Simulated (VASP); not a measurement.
Input of a VASP 6.6.1 run:

Contents of INCAR:

```
SYSTEM = AlSn
PREC = Accurate
ENCUT = 600
EDIFF = 1E-7
ISMEAR = -1
SIGMA = 0.05
LREAL = .False.
LASPH = .True.
NELM = 80
ALGO = Normal
ISIF = 3
LWAVE = .False.
LCHARG = .False.
GGA = PS
IBRION = 2
NSW = 40
EDIFFG = -0.005
```

KPOINTS

```
regular mesh
0
Gamma
  6 6 8
  0 0 0
```

Contents of POSCAR:

```
AlSn
1.0
    4.1981056157      0.0000000000      0.0000000000
   -2.0990528078      3.6356661109      0.0000000000
    0.0000000000      0.0000000000      3.3068470000
Sn Al
1 1
Direct
    0.3333333333      0.6666666667      0.5000000000
    0.0000000000      0.0000000000      0.0000000000
```

Potentials or basis: VASP PAW PBE potentials, release 64 (Sn_d, Al).

The run is started by

```sh
$ cat potpaw_PBE.64/Sn_d/POTCAR potpaw_PBE.64/Al/POTCAR > POTCAR
$ mpirun -np 1 vasp_std > vasp.out
```

Q: Estimate the relaxed cell.

A: a = 4.129 Å, b = 4.129 Å, c = 3.295 Å, α = 90.00°, β = 90.00°, γ = 120.00°.

Q: What does it give for the relaxed volume?

A: 24.33 Å³/atom.

Q: Predict the space group after relaxing (to 0.05 Å).

A: P-6m2 (No. 187).

Step by step:
```csv
step,energy change (eV),largest force (eV/Å),pressure (GPa),volume (Å³)
1,0.0000,0.0000,-1.72,50.47
2,-0.0108,0.0000,0.25,48.52
3,-0.0109,0.0000,0.12,48.64
4,-0.0114,0.0000,-0.02,48.66
5,-0.0114,0.0000,0.00,48.66
```

Caveat: the PAW data sets were made with another functional, which shifts forces and pressure a little.
